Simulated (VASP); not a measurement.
The system is As.

```xyz
2
Lattice="1.8798 1.0853 3.4858 -1.8798 1.0853 3.4858 0.0000 -2.1705 3.4858" Properties=species:S:1:pos:R:3 pbc="T T T"
As    0.0000    0.0000    2.3795
As    0.0000    0.0000    8.0778
```

| Item | Value |
| --- | --- |
| Program | VASP 6.6.1 |
| Task | relaxation of cell and atoms |
| Functional | PBEsol |
| Potentials or basis | VASP PAW PBE potentials, release 64 (As) |
| Cutoff | 300 eV |
| k mesh | 15 × 15 × 15 |
| Occupations | gaussian, width 0.1 eV |
| Spin | no spin polarisation |

At the start: pressure 0.5 GPa; volume 21.33 Å³/atom.

Q: Where does the relaxation end?

A: Over 12 steps the energy falls by 5.5 meV/atom and the volume is 20.89 Å³/atom (-2.1 %); space group R-3m (No. 166, to 0.05 Å).

The path:
```
step  energy change (eV)  largest force (eV/Å)  pressure (GPa)  volume (Å³)
   1              0.0000                0.2396            0.54        42.67
   2             -0.0036                0.0035           -0.98        43.11
   3             -0.0037                0.0353           -0.77        43.05
   4             -0.0073                0.0153           -0.51        42.63
   5             -0.0107                0.0181            0.06        41.86
   6             -0.0108                0.0242            0.18        41.71
   7             -0.0110                0.0202           -0.11        41.81
   8             -0.0110                0.0211           -0.05        41.79
   9             -0.0110                0.0082            0.09        41.74
  10             -0.0110                0.0036            0.04        41.76
  11             -0.0110                0.0040            0.03        41.76
  12             -0.0111                0.0015            0.00        41.79
```

Final structure:
```
CELL_PARAMETERS angstrom
1.89442 1.09374 3.36130
-1.89442 1.09374 3.36130
0.00000 -2.18749 3.36130
ATOMIC_POSITIONS crystal
As 0.23057 0.23057 0.23057
As 0.76943 0.76943 0.76943
```

Caveat: the PAW data sets were made with another functional, which shifts forces and pressure a little.
